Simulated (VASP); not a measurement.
# TiGa11As12 (a cell with a defect) in VASP: further runs, part 2 of 2

VASP 6.6.1. Earlier steps stand in the parts before.

### 4 Single point, PBEsol+U

INCAR

```
PREC = Accurate
ENCUT = 350
EDIFF = 1E-5
ISMEAR = 0
SIGMA = 0.03
LREAL = Auto
LASPH = True
NELM = 120
ALGO = Normal
ISIF = 2
LWAVE = False
LCHARG = False
LMAXMIX = 4
LDAU = True
LDAUTYPE = 2
LDAUL = 2 -1 -1
LDAUU = 3 0 0
LDAUJ = 0 0 0
LDAUPRINT = 1
GGA = PS
NBANDS = 126
LORBIT = 11
NELECT = 216.0
KPAR = 2
```

KPOINTS

```
Automatic mesh
0
Gamma
  2 2 2
```

POSCAR

```
TiGa11As12
1.0
    0.0000000000      8.4805500000      8.4805500000
    5.6537000000      0.0000000000      5.6537000000
    5.6537000000      5.6537000000      0.0000000000
Ti Ga As
1 11 12
Direct
    0.0000000000      0.0000000000      0.0000000000
    0.0000000000      0.0000000000      0.5000000000
    0.0000000000      0.5000000000      0.0000000000
    0.0000000000      0.5000000000      0.5000000000
    0.3333330000      0.0000000000      0.0000000000
    0.3333330000      0.0000000000      0.5000000000
    0.3333330000      0.5000000000      0.0000000000
    0.3333330000      0.5000000000      0.5000000000
    0.6666670000      0.0000000000      0.0000000000
    0.6666670000      0.0000000000      0.5000000000
    0.6666670000      0.5000000000      0.0000000000
    0.6666670000      0.5000000000      0.5000000000
    0.0833333333      0.1250000000      0.1250000000
    0.0833333333      0.1250000000      0.6250000000
    0.0833333333      0.6250000000      0.1250000000
    0.0833333333      0.6250000000      0.6250000000
    0.4166663333      0.1250000000      0.1250000000
    0.4166663333      0.1250000000      0.6250000000
    0.4166663333      0.6250000000      0.1250000000
    0.4166663333      0.6250000000      0.6250000000
    0.7500003333      0.1250000000      0.1250000000
    0.7500003333      0.1250000000      0.6250000000
    0.7500003333      0.6250000000      0.1250000000
    0.7500003333      0.6250000000      0.6250000000
```

Potentials or basis: VASP PAW PBE potentials, release 64 (Ti_sv, Ga_d, As).

Started as:

```console
cat potpaw_PBE.64/Ti_sv/POTCAR potpaw_PBE.64/Ga_d/POTCAR potpaw_PBE.64/As/POTCAR > POTCAR
mpirun -np 4 vasp_std > vasp.out
```

OUTCAR:

```text
PREC = Accurate
   ENCUT = 350
   EDIFF = 1E-5
   ISMEAR = 0
   LREAL = Auto
   LASPH = True
   NELM = 120
   ISIF = 2
   GGA = PS
   LORBIT = 11
   NELECT = 216.0

 ion  position               nearest neighbor table
   1  0.000  0.000  0.000-  21 2.45  13 2.45  15 2.45  14 2.45
   2  0.000  0.000  0.500-  22 2.45  14 2.45  16 2.45  13 2.45
   3  0.000  0.500  0.000-  23 2.45  15 2.45  16 2.45  13 2.45
   4  0.000  0.500  0.500-  24 2.45  16 2.45  14 2.45  15 2.45
   5  0.333  0.000  0.000-  13 2.45  17 2.45  18 2.45  19 2.45
   6  0.333  0.000  0.500-  14 2.45  18 2.45  17 2.45  20 2.45
[... 16 lines left out ...]
  23  0.750  0.625  0.125-   3 2.45  11 2.45   9 2.45  12 2.45
  24  0.750  0.625  0.625-   4 2.45  12 2.45  11 2.45  10 2.45

[... 1012 lines left out ...]
     5.653700000  5.653700000  0.000000000     0.088437660  0.088437660 -0.088437660

 POSITION                                       TOTAL-FORCE (eV/Angst)
 -----------------------------------------------------------------------------------
      0.00000      0.00000      0.00000         0.141223     -0.111199     -0.111199
      2.82685      2.82685      0.00000        -0.006517      0.053377      0.037905
      2.82685      0.00000      2.82685        -0.006517      0.037905      0.053377
      5.65370      2.82685      2.82685        -0.069086     -0.002985     -0.002985
      0.00000      2.82685      2.82685         0.055826      0.070521      0.070521
      2.82685      5.65370      2.82685        -0.062333     -0.053162      0.033669
[... 16 lines left out ...]
      4.24027      7.06713      9.89398         0.044517      0.034875      0.027763
      7.06712      9.89398      9.89398        -0.019074     -0.044772     -0.044772
 -----------------------------------------------------------------------------------
    total drift:                                0.005881      0.004930      0.004926

  FREE ENERGIE OF THE ION-ELECTRON SYSTEM (eV)
  ---------------------------------------------------
  free  energy   TOTEN  =      -105.3223317721 eV

  energy  without entropy=     -105.3154853778  energy(sigma->0) =     -105.31890857

 total charge

# of ion       s       p       d       tot
------------------------------------------
    1        2.222   6.135   1.887  10.244
    2        0.901   0.801   9.995  11.697
    3        0.901   0.801   9.995  11.697
    4        0.907   0.801   9.994  11.702
    5        0.893   0.810   9.995  11.697
    6        0.906   0.804   9.994  11.704
[... 16 lines left out ...]
   23        1.215   1.608   0.032   2.854
   24        1.217   1.607   0.032   2.856
--------------------------------------------------
tot         26.687  34.409 112.228 173.324
```

stdout:

```text
POSCAR found type information on POSCAR TiGaAs
 POSCAR found :  3 types and      24 ions
 scaLAPACK will be used
 -----------------------------------------------------------------------------
|                                                                             |
|                                                                             |
|     You enforced a specific xc type in the INCAR file but a different       |
|     I HOPE YOU KNOW WHAT YOU ARE DOING!                                     |
|                                                                             |
 -----------------------------------------------------------------------------

 LDA part: xc-table for (Slater+PW92), standard interpolation
 POSCAR, INCAR and KPOINTS ok, starting setup
 FFT: planning ... GRIDC
 FFT: planning ... GRID_SOFT
 FFT: planning ... GRID
 WAVECAR not read
 entering main loop
 the old and the new charge density differ
 old charge density:   215.00000 new  215.99999
BRMIX: very serious problems
 the old and the new charge density differ
 old charge density:   215.00000 new  215.99999
    0.155E+01
```

Wall time 3 min (4 MPI ranks of Intel Xeon 6975P-C (Granite Rapids), shared host); peak memory 0.37 GiB.

What came out:

```yaml
Free_energy: -105.3223 eV
Largest_force: 0.356 eV/Å
Band_gap_on_the_k_mesh: none (metal or under the smearing width)
Valence_electrons_inside_the_program's_atomic_spheres: Ti 10.24; Ga 11.70, 11.69; As 2.89, 2.85, 2.90, 2.86
```

Forces on the atoms (eV/Å):
```
Ti   0.141 -0.111 -0.111
Ga  -0.007  0.053  0.038
Ga  -0.007  0.038  0.053
Ga  -0.069 -0.003 -0.003
Ga   0.056  0.071  0.071
Ga  -0.062 -0.053  0.034
Ga  -0.062  0.034 -0.053
Ga   0.040  0.000  0.000
Ga   0.038 -0.028 -0.028
Ga   0.029 -0.007 -0.072
Ga   0.029 -0.072 -0.007
Ga   0.039  0.004  0.004
As  -0.035  0.132  0.132
As  -0.180 -0.013  0.078
As  -0.180  0.078 -0.013
As   0.041  0.048  0.048
As  -0.129  0.052  0.052
As   0.056  0.032 -0.027
As   0.056 -0.027  0.032
As  -0.012 -0.018 -0.018
As   0.150 -0.228 -0.228
As   0.045  0.028  0.035
As   0.045  0.035  0.028
As  -0.019 -0.045 -0.045
```

Eigenvalues of the final occupation matrices:
| site | spin | trace | eigenvalues |
| --- | --- | --- | --- |
| site 1 d | 1 | 0.95 | 0.17 0.18 0.18 0.19 0.23 |
| site 1 d | 2 | 0.95 | 0.17 0.18 0.18 0.19 0.23 |

Caveat: the k mesh is coarse (spacing up to 0.48 Å⁻¹), so the values aren't converged; the cell is charged against a uniform background, so pressure and absolute levels hang on convention; the cutoff is under 1.25 times the usual one of these potentials, so pressure, stress and relaxed cells hold a basis-set (Pulay) error; the PAW data sets were made with another functional, which shifts forces and pressure a little; U without spin polarisation on a metal has little footing; the U is typed as a test and isn't derived for this compound.

### 5 Single point, PBEsol, collinear spin, zero start

INCAR

```
PREC = Accurate
ENCUT = 350
EDIFF = 1E-5
ISMEAR = 0
SIGMA = 0.03
LREAL = Auto
LASPH = True
NELM = 120
ALGO = Normal
ISIF = 2
LWAVE = False
LCHARG = False
ISPIN = 2
MAGMOM = 0 0 0 0 0 0 0 0 0 0 0 0 0 0 0 0 0 0 0 0 0 0 0 0
LORBIT = 11
NUPDOWN = 0
LMAXMIX = 4
GGA = PS
NBANDS = 130
NELECT = 216.0
ISYM = 0
KPAR = 2
```

KPOINTS is that of step 4.

POSCAR

```
TiGa11As12                              
1.0
    0.0000000000      8.4805500000      8.4805500000
    5.6537000000      0.0000000000      5.6537000000
    5.6537000000      5.6537000000      0.0000000000
  Ti              Ga              As            
     1    11    12
Direct
     0.9868228933179070    0.0090710784219056    0.0044177211576692
     0.0024183149389905    0.9975509727484014    0.4985553757025024
     0.0034068648895037    0.4960147905272856    0.0034825860741101
     0.0030684555361021    0.4969748850463181    0.4959389561351072
     0.3325574193729763    0.0007516826622592    0.0041363624109914
     0.3347019198161537    0.9995499654489781    0.4989167475967642
     0.3345072282586680    0.4972546684485927    0.0022379750766228
     0.3308371507728735    0.5015771757573013    0.5036084001489104
     0.6688281017596814    0.9963898517686494    0.9985349993750104
     0.6621512873448810    0.9993148325845042    0.5091566576557633
     0.6634179549919528    0.5068821755328458    0.0005277100261394
     0.6658480692157560    0.5010646435617954    0.5021469388545736
     0.0845730795629651    0.1203346066941651    0.1237500801478724
     0.0846512897548793    0.1207295822059702    0.6261545972881183
     0.0848212211606829    0.6321609523754910    0.1196701921418601
     0.0816535366369080    0.6235856178993564    0.6282566790902024
     0.4193056402806504    0.1227899186259448    0.1240567086191674
     0.4128193160049838    0.1261829937207508    0.6308412060377442
     0.4139030838916671    0.6278483178053451    0.1281748122796229
     0.4161938929558497    0.6246864562873792    0.6270525859409490
     0.7342920948582338    0.1329296654378674    0.1352594381017364
     0.7515405824908820    0.1257605477396372    0.6246090490883061
     0.7522758011285848    0.6230888982656710    0.1268213086336105
     0.7509218010582702    0.6244087204335931    0.6255969124166337
```

Started as:

```console
cat potpaw_PBE.64/Ti_sv/POTCAR potpaw_PBE.64/Ga_d/POTCAR potpaw_PBE.64/As/POTCAR > POTCAR
mpirun -np 4 vasp_std > vasp.out
```

Run time: 4.3 min. Hardware: 4 MPI ranks of Intel Xeon 6975P-C (Granite Rapids), shared host; peak memory 0.53 GiB.

The run converged. Its results:

```
Free energy                                           : -107.7335 eV
Largest force                                         : 0.210 eV/Å
Net moment                                            : 0.00 μB per cell
Valence electrons inside the program's atomic spheres : Ti 10.31; Ga 11.70, 11.69, 11.72, 11.71; As 2.88, 2.87, 2.85, 2.86, 2.90
```

Forces in eV/Å, atoms in the order of the input:
```
Ti  -0.001  0.014  0.041
Ga   0.014  0.001  0.001
Ga  -0.008 -0.005  0.000
Ga   0.011  0.005  0.000
Ga  -0.003 -0.017 -0.009
Ga   0.009 -0.001 -0.001
Ga   0.005 -0.004  0.015
Ga  -0.017  0.012  0.008
Ga   0.025 -0.016  0.005
Ga  -0.010 -0.003  0.014
Ga  -0.010  0.013 -0.017
Ga  -0.001 -0.002 -0.001
As  -0.108 -0.133 -0.110
As   0.130  0.127 -0.105
As   0.097 -0.102  0.089
As  -0.018  0.003  0.001
As   0.003 -0.005 -0.024
As  -0.007  0.001 -0.005
As  -0.002  0.000  0.006
As  -0.003  0.010  0.007
As  -0.101  0.083  0.085
As  -0.007  0.017 -0.012
As   0.000  0.008  0.007
As   0.004 -0.002  0.005
```

Caveat: the k mesh is coarse (spacing up to 0.48 Å⁻¹), so the values aren't converged; the cell is charged against a uniform background, so pressure and absolute levels hang on convention; the cutoff is under 1.25 times the usual one of these potentials, so pressure, stress and relaxed cells hold a basis-set (Pulay) error; the PAW data sets were made with another functional, which shifts forces and pressure a little; the total moment is fixed, so each spin has its own Fermi level.

### 6 Single point, HSE06, collinear spin, zero start

POSCAR is that of step 5.

INCAR.step1

```
PREC = Accurate
ENCUT = 350
EDIFF = 1E-5
ISMEAR = 0
SIGMA = 0.03
LREAL = Auto
LASPH = True
NELM = 70
ALGO = Normal
ISIF = 2
LWAVE = True
LCHARG = False
ISPIN = 2
MAGMOM = 0 0 0 0 0 0 0 0 0 0 0 0 0 0 0 0 0 0 0 0 0 0 0 0
LORBIT = 11
NUPDOWN = 0
LMAXMIX = 4
NBANDS = 130
NELECT = 216.0
ISYM = -1
TIME = 0.4
NKRED = 2
GGA = PE
KPAR = 2
```

INCAR.step2

```
PREC = Accurate
ENCUT = 350
EDIFF = 1E-4
ISMEAR = 0
SIGMA = 0.03
LREAL = Auto
LASPH = True
NELM = 70
ALGO = Damped
ISIF = 2
LWAVE = False
LCHARG = False
ISPIN = 2
MAGMOM = 0 0 0 0 0 0 0 0 0 0 0 0 0 0 0 0 0 0 0 0 0 0 0 0
LORBIT = 11
NUPDOWN = 0
LMAXMIX = 4
GGA = PE
LHFCALC = True
HFSCREEN = 0.2
PRECFOCK = Fast
NBANDS = 130
NELECT = 216.0
ISYM = -1
TIME = 0.4
NKRED = 2
ISTART = 1
KPAR = 2
```

KPOINTS is that of step 5.

Potentials or basis: VASP PAW PBE potentials, release 64 (Ti_sv, Ga_d, As).

Started as:

```console
cat potpaw_PBE.64/Ti_sv/POTCAR potpaw_PBE.64/Ga_d/POTCAR potpaw_PBE.64/As/POTCAR > POTCAR
cp INCAR.step1 INCAR
mpirun -np 4 vasp_std > vasp.out
cp INCAR.step2 INCAR
mpirun -np 4 vasp_std > vasp.out
```

Wall time 29 min (4 MPI ranks of Intel Xeon 6975P-C (Granite Rapids), shared host); peak memory 1.1 GiB.

The run converged. Its results:

| Item | Value |
| --- | --- |
| Free energy | -120.5185 eV |
| Largest force | 0.197 eV/Å |
| Net moment | 0.00 μB per cell |
| Valence electrons inside the program's atomic spheres | Ti 10.27; Ga 11.67, 11.66, 11.69, 11.68; As 2.94, 2.93, 2.92, 2.96, 2.91 |

Forces in eV/Å, atoms in the order of the input:
```
Ti  -0.028  0.076  0.138
Ga   0.003 -0.011  0.134
Ga  -0.014  0.132 -0.010
Ga  -0.112  0.025  0.026
Ga   0.047 -0.103 -0.090
Ga   0.075 -0.063 -0.051
Ga   0.075 -0.062 -0.050
Ga  -0.024 -0.002 -0.006
Ga   0.102 -0.013  0.010
Ga  -0.027 -0.065  0.050
Ga  -0.025  0.045 -0.080
Ga  -0.013 -0.005 -0.004
As   0.096  0.064  0.043
As  -0.054 -0.086  0.125
As  -0.085  0.140 -0.109
As  -0.036 -0.046 -0.036
As  -0.019  0.020 -0.007
As  -0.044  0.037 -0.001
As  -0.032  0.004  0.042
As   0.004  0.036  0.035
As   0.100 -0.104 -0.107
As  -0.031  0.011 -0.058
As  -0.018 -0.043 -0.006
As   0.061  0.009  0.011
```

Caveat: the k mesh is coarse (spacing up to 0.48 Å⁻¹), so the values aren't converged, least of all with exact exchange; the cell is charged against a uniform background, so pressure and absolute levels hang on convention; the cutoff is under 1.25 times the usual one of these potentials, so pressure, stress and relaxed cells hold a basis-set (Pulay) error; the PAW data sets were made with another functional, which shifts forces and pressure a little; the total moment is fixed, so each spin has its own Fermi level.

### 7 Overview

| level | spin | U | fixed moment (μB) | cell | grid for exact exchange (PRECFOCK) | screening parameter | moment (μB) | largest force (eV/Å) |
| --- | --- | --- | --- | --- | --- | --- | --- | --- |
| PBEsol | collinear, ferromagnetic start | - | 2 | P1, 22.59 Å³/atom | - | - | 2.00 | 0.47 |
| HSE06 | collinear, ferromagnetic start | - | 2 | P1, 22.59 Å³/atom | Fast | 0.2 1/A | 2.00 | 0.12 |
| PBEsol+U | off | Ti d U = 3 eV | - | Cm, 22.59 Å³/atom | - | - | - | 0.36 |
| PBEsol | collinear, zero start | - | 0 | P1, 22.59 Å³/atom | - | - | 0.00 | 0.21 |
| HSE06 | collinear, zero start | - | 0 | P1, 22.59 Å³/atom | Fast | 0.2 1/A | 0.00 | 0.20 |

Some of these runs hold the atoms at other places in the same cell, which the table doesn't show; runs alike in all that it shows share one row.

Alike in all rows: task single point; potentials or basis VASP PAW PBE potentials, release 64 (Ti_sv, Ga_d, As); k mesh 2 × 2 × 2; cutoff (eV) 350; smearing gaussian 0.03 eV; the mesh is coarse, so values aren't converged.

Caveats: all runs use coarse meshes; the cell is charged against a uniform background, so pressure and absolute levels hang on convention; the cutoff is under 1.25 times the usual one of these potentials, so pressure, stress and relaxed cells hold a basis-set (Pulay) error; the PAW data sets were made with another functional, which shifts forces and pressure a little; the total moment is fixed, so each spin has its own Fermi level (some runs); U without spin polarisation on a metal has little footing (some runs); the U is typed as a test and isn't derived for this compound (some runs).

Total energies depend on the potentials used, so only differences within one code and one set of settings carry meaning.
